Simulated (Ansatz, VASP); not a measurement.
## Mg2NCl: VASP beside Ansatz

The input INCAR:

```
SYSTEM = Mg2NCl
PREC = Accurate ; ENCUT = 520
EDIFF = 1E-6 ; ISMEAR = 0
SIGMA = 0.1 ; LREAL = .False.
LASPH = .True. ; NELM = 100
ALGO = Fast ; ISIF = 2
LWAVE = .False. ; LCHARG = .False.
GGA = PE ; NBANDS = 16
```

The input KPOINTS:

```
regular mesh
0
Gamma
  6 6 6
  0 0 0
```

Contents of POSCAR:

```
Mg2NCl
1.0
    1.6606666161      0.9587863178      6.0029770000
   -1.6606666161      0.9587863178      6.0029770000
    0.0000000000     -1.9175726357      6.0029770000
Mg N Cl
2 1 1
Direct
    0.2228150000      0.2228150000      0.2228150000
    0.7771850000      0.7771850000      0.7771850000
    0.5000000000      0.5000000000      0.5000000000
    0.0000000000      0.0000000000      0.0000000000
```

Input for Ansatz:

```yaml
crystal:
  lattice:
    - [1.6606666161, 0.9587863178, 6.002977]
    - [-1.6606666161, 0.9587863178, 6.002977]
    - [0.0, -1.9175726357, 6.002977]
  atoms:
    - { symbol: Mg, position: [0.222815, 0.222815, 0.222815] }
    - { symbol: Mg, position: [0.777185, 0.777185, 0.777185] }
    - { symbol: "N", position: [0.5, 0.5, 0.5] }
    - { symbol: Cl, position: [0.0, 0.0, 0.0] }
basis:
  ecutwfc: 420
kpoints:
  mp_grid: { grid: [6, 6, 6] }
hamiltonian:
  xc: pbe
scf:
  occupations: { method: gaussian, width: 0.1 }
output:
  forces: true
  stress: true
  eigenvalues: true
```

The cell comes from a database or a generator and needn't be the stable form of this composition.

Alike in both runs: task single point; functional PBE; k mesh 6 × 6 × 6; occupations gaussian, width 0.1 eV; no spin polarisation.

|  | VASP | Ansatz |
| --- | --- | --- |
| version | VASP 6.6.1 | Ansatz 0.2.0 |
| potentials or method | VASP PAW PBE potentials, release 64 (Mg, N, Cl) | scalar-relativistic, plane waves, PAW |
| plane-wave cutoff (eV) | 520 | 420 |
| valence electrons in the cell | 16 | 32 |

```tsv
	VASP	Ansatz	Ansatz less VASP
gap on the k mesh at the Fermi level (eV)	2.20	2.24	+0.042
least direct gap on the mesh (eV)	2.20	2.24	+0.042
pressure (GPa)	-0.4	-0.1	+0.34
largest component of the traceless stress (GPa)	0.02	0.12	+0.103
rms of the force components (eV/Å)	0.025	0.004	-0.0202
```

Atom by atom the forces differ by 0.020 eV/Å (rms over components). The two sets of potentials don't hold the same shells in valence.
